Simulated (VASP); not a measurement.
VASP input:

**KPOINTS**
```
kpoints
0
gamma
 5 5 5
```

### INCAR
```
# general
SYSTEM  = FeSi
PREC    = Accurate
ENCUT   = 500
LREAL   = .FALSE.
LASPH   = .TRUE.

# electronic loop
EDIFF   = 1E-6
NELM    = 100
ALGO    = Normal
LMAXMIX = 4

# smearing
ISMEAR  = 0
SIGMA   = 0.05

# ions
IBRION  = 2
NSW     = 40
ISIF    = 3
EDIFFG  = -0.02

# output
LWAVE   = .FALSE.
LCHARG  = .FALSE.
```

### POSCAR
```
FeSi
1
    4.3709344300     0.0000000000    -0.0000000000
    0.0000000000     4.3709344300     0.0000000000
    0.0000000000     0.0000000000     4.3709344300
Fe Si
4 4
Direct
  0.8628096344   0.6371903656   0.3628096344
  0.3628096344   0.8628096344   0.6371903656
  0.1371903656   0.1371903656   0.1371903656
  0.6371903656   0.3628096344   0.8628096344
  0.1590812184   0.3409187816   0.6590812184
  0.6590812184   0.1590812184   0.3409187816
  0.8409187816   0.8409187816   0.8409187816
  0.3409187816   0.6590812184   0.1590812184
```

POTCAR, in this order: Fe Si (LDA.64 set). Program: vasp_std.

Task: Write an equivalent input for Quantum ESPRESSO's pw.x.

Result: One equivalent input (not run):
```
&CONTROL
  calculation = 'vc-relax'
  pseudo_dir = './pseudo'
  outdir = './out'
  tprnfor = .true.
  tstress = .true.
  nstep = 40
  forc_conv_thr = 0.00078
/
&SYSTEM
  ibrav = 0
  nat = 8
  ntyp = 2
  ecutwfc = 90
  occupations = 'smearing'
  smearing = 'gaussian'
  degauss = 0.003675
  input_dft = 'pz'
/
&ELECTRONS
  conv_thr = 7.3e-08
  electron_maxstep = 100
/
&IONS
/
&CELL
/
ATOMIC_SPECIES
  Fe 55.845 Fe.upf
  Si 28.085 Si.upf
CELL_PARAMETERS angstrom
     4.3709344    0.0000000   -0.0000000
     0.0000000    4.3709344    0.0000000
     0.0000000    0.0000000    4.3709344
ATOMIC_POSITIONS crystal
  Fe   0.8628096  0.6371904  0.3628096
  Fe   0.3628096  0.8628096  0.6371904
  Fe   0.1371904  0.1371904  0.1371904
  Fe   0.6371904  0.3628096  0.8628096
  Si   0.1590812  0.3409188  0.6590812
  Si   0.6590812  0.1590812  0.3409188
  Si   0.8409188  0.8409188  0.8409188
  Si   0.3409188  0.6590812  0.1590812
K_POINTS automatic
  5 5 5 0 0 0
```
Limits of the translation: the potentials are each code's own (VASP's PAW set, PseudoDojo norm-conserving files in pw.x), so ENCUT and ecutwfc are chosen apart and not converted; conv_thr bounds pw.x's estimated SCF error, while EDIFF bounds the energy change between steps; forc_conv_thr acts on force components and is met together with etot_conv_thr.

The compound is FeSi in the B20 structure. This run relaxes it. Symmetry was kept, so distortions that lower it aren't found.
